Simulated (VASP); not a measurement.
La (dhcp): the bulk modulus from VASP (plane waves, PAW) at several levels of theory. Static lattice, third-order Birch-Murnaghan fit over five volumes.  The measured value holds thermal and zero-point effects that the static calculation lacks.

```csv
level,bulk modulus (GPa),error against measurement
LDA,26.8,-3.9 %
PBEsol,26.7,-4.3 %
```

Measured: 27.9 GPa (as given by Wikipedia, Lanthanum (infobox)).

The cell of the LDA run:

```
La
1.0
    1.80090    -3.11925     0.00000
    1.80090     3.11925     0.00000
    0.00000     0.00000    11.45436
La
4
Direct
  0.00000   0.00000   0.50000
  0.00000   0.00000   0.00000
  0.33333   0.66667   0.25000
  0.66667   0.33333   0.75000
```

Only levels that ran to the end are used. Left out are those held back, those with too coarse a band path, GW runs whose mesh misses a band edge, hybrids' fits of cells that aren't cubic and levels without matching references; a question may draw on a part of the rest.

The compound is La in the dhcp structure.
